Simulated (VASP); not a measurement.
Data:

```
La
1.0
    1.88500    -3.26492     0.00000
    1.88500     3.26492     0.00000
    0.00000     0.00000    12.16000
La
4
Cartesian
  0.00000   0.00000   6.08000
  0.00000   0.00000   0.00000
  1.88500   1.08831   3.04000
  1.88500  -1.08831   9.12000
```

Computed with PBE GGA, VASP's PBE PAW potentials (set 64) (plane waves; VASP). Settings: 300 eV cut-off, 7×7×2 Γ-centred mesh, Fermi-Dirac smearing of 0.10 eV, potentials La.

### Question
What does the run give for the energy per atom (σ→0), band gap (on the k-mesh) with the smallest direct gap where there is one?

### Answer

- band gap (on the k-mesh): none (metal, semimetal or under 0.01 eV)
- energy per atom (σ→0): -4.890 eV/atom

The structure is a typed La crystal (P6_3/mmc). The cell was not relaxed at this level.
